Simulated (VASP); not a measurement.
Input:

```xyz
1
Lattice="0.0000 1.9260 1.9260 1.9260 0.0000 1.9260 1.9260 1.9260 0.0000" Properties=species:S:1:pos:R:3 pbc="T T T"
Ir     0.0000     0.0000     0.0000
```

Calculation: r2SCAN meta-GGA, VASP's PBE PAW potentials (set 64) (plane waves; VASP). Numerical set-up: 520 eV cut-off, 18×18×18 Γ-centred mesh, tetrahedra with Blöchl corrections, potentials Ir.

### Question
The job: Ir (fcc), 1 atom, r2SCAN, static run, 520 eV, 18×18×18 Γ-centred mesh. Roughly how much core time does it take on a busy server core?

### Answer
About 3 core-minutes (one run on a shared machine, a rough figure). It had 195 irreducible k-points, 8 bands, up to 397 plane waves and 20 electronic steps.

The compound is Ir in the fcc structure. It was relaxed first.
